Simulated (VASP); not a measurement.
VASP ran on this input.

**INCAR**
```
SYSTEM = SnS2
PREC = Accurate; ENCUT = 300; LREAL = .FALSE.
LASPH = .TRUE.
EDIFF = 1E-6; NELM = 100; ALGO = Normal
LMAXMIX = 4
ISMEAR = 0; SIGMA = 0.01
GGA = PE
ISIF = 2
LWAVE = .FALSE.; LCHARG = .FALSE.
```

KPOINTS:
```
K-points
0
G
7 7 2
```

File POSCAR:
```
SnS2
1
    3.6371990000     0.0000000000     0.0000000000
   -1.8186000000     3.1499070000     0.0000000000
    0.0000000000     0.0000000000    12.3318380000
Sn S
2 4
Direct
  0.0000000000   0.0000000000   0.0000000000
  0.0000000000   0.0000000000   0.5000000000
  0.3333330000   0.6666670000   0.1173250000
  0.3333330000   0.6666670000   0.6173250000
  0.6666670000   0.3333330000   0.3826750000
  0.6666670000   0.3333330000   0.8826750000
```

POTCAR, in this order: Sn_d S (PBE.64 set). Program: vasp_std.

Q: Write an equivalent input for Ansatz.

A: One equivalent input (not run):
Ansatz 0.2 input:
```yaml
crystal:
  lattice:
    - [3.6371990, 0.0000000, 0.0000000]
    - [-1.8186000, 3.1499070, 0.0000000]
    - [0.0000000, 0.0000000, 12.3318380]
  atoms:
    - { symbol: Sn, position: [0.0000000, 0.0000000, 0.0000000] }
    - { symbol: Sn, position: [0.0000000, 0.0000000, 0.5000000] }
    - { symbol: S, position: [0.3333330, 0.6666670, 0.1173250] }
    - { symbol: S, position: [0.3333330, 0.6666670, 0.6173250] }
    - { symbol: S, position: [0.6666670, 0.3333330, 0.3826750] }
    - { symbol: S, position: [0.6666670, 0.3333330, 0.8826750] }
kpoints:
  mp_grid: { grid: [7, 7, 2] }
hamiltonian:
  xc: pbe
  pseudopotentials: { kind: paw }
scf:
  occupations: { method: gaussian, width: 0.01 }
  max_iter: 100
output: { forces: true, stress: true, eigenvalues: true }
```
What does not carry over: each code has its own PAW files, so the cut-off isn't converted (ENCUT is set for VASP's; basis.ecutwfc is left out, and Ansatz then takes the one that its files recommend); Ansatz stops its SCF on the density residual and VASP on the energy change (EDIFF).

The structure comes from a computed database's SnS2 entry; how it stands against other phases isn't given here. The cell was not relaxed at this level. The run is one of a series of settings (KPOINTS 7×7×2 Γ-centred mesh against the base run), some of them coarse on purpose.
